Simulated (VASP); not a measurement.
## CaCuH2: relaxation of cell and atoms with PBE

CaCuH2:

```
Ca Cu H
1.0
     1.94524    1.12309    4.35738
    -1.94524    1.12309    4.35738
     0.00000   -2.24617    4.35738
Ca Cu H
1 1 2
Direct
  0.50000 0.50000 0.50000
  0.00000 0.00000 0.00000
  0.88181 0.88181 0.88181
  0.11819 0.11819 0.11819
```

The cell was built by a generator and needn't be a form met in nature.

- Program: VASP 6.6.1
- Task: relaxation of cell and atoms
- Functional: PBE
- Potentials or basis: VASP PAW PBE potentials, release 64 (Ca_sv, Cu, H)
- Cutoff: 600 eV
- k mesh: 8 × 8 × 8
- Occupations: gaussian, width 0.05 eV
- Spin: no spin polarisation
- Further INCAR settings: ALGO = Normal; EDIFF = 1e-06; IBRION = 2; EDIFFG = -0.02; NSW = 40; ISIF = 3

* Relaxed volume: 14.33 Å³/atom
* Relaxed cell: a = 4.911 Å, b = 4.911 Å, c = 4.911 Å, α = 46.69°, β = 46.69°, γ = 46.69°
* Space group after relaxing (to 0.05 Å): R-3m (No. 166)
* Energy gained by relaxing: 0.0 meV/atom
* Ionic steps: 2
* Pressure after relaxing: 0.0 GPa
* Largest force after relaxing: 0.018 eV/Å
* Band gap on the k mesh: none (metal or under the smearing width)

Forces on the atoms (eV/Å):
```
Ca   0.000  0.000  0.000
Cu   0.000  0.000  0.000
H    0.000  0.000  0.018
H    0.000  0.000 -0.018
```

The path:
```csv
step,energy change (eV),largest force (eV/Å),pressure (GPa),volume (Å³)
1,0.0000,0.0208,0.25,57.12
2,-0.0002,0.0179,-0.01,57.30
```

Final structure:
```
CELL_PARAMETERS angstrom
1.94629 1.12370 4.36675
-1.94629 1.12370 4.36675
0.00000 -2.24738 4.36675
ATOMIC_POSITIONS crystal
Ca 0.50000 0.50000 0.50000
Cu 0.00000 0.00000 0.00000
H 0.88173 0.88173 0.88173
H 0.11827 0.11827 0.11827
```

Levels at points of the mesh, in eV from the Fermi level:
| k point | band 9 | band 10 | band 11 | band 12 | band 13 | band 14 |
| --- | --- | --- | --- | --- | --- | --- |
| (0.00, 0.00, 0.00) | -3.14 | -3.10 | -3.10 | 0.30 | 2.69 | 2.69 |
| (0.50, 0.00, 0.00) | -3.27 | -2.90 | -2.54 | -1.15 | 2.27 | 2.66 |
| (0.50, 0.50, 0.00) | -3.34 | -2.91 | -2.62 | 0.20 | 0.52 | 3.66 |
| (0.50, 0.50, 0.50) | -3.28 | -3.07 | -3.07 | 2.03 | 2.03 | 2.66 |

Run time: 3.1 min on 1 thread of AMD EPYC 7R43 64-Core Processor (Zen 3), with other jobs on the host, peak memory 0.26 GiB.
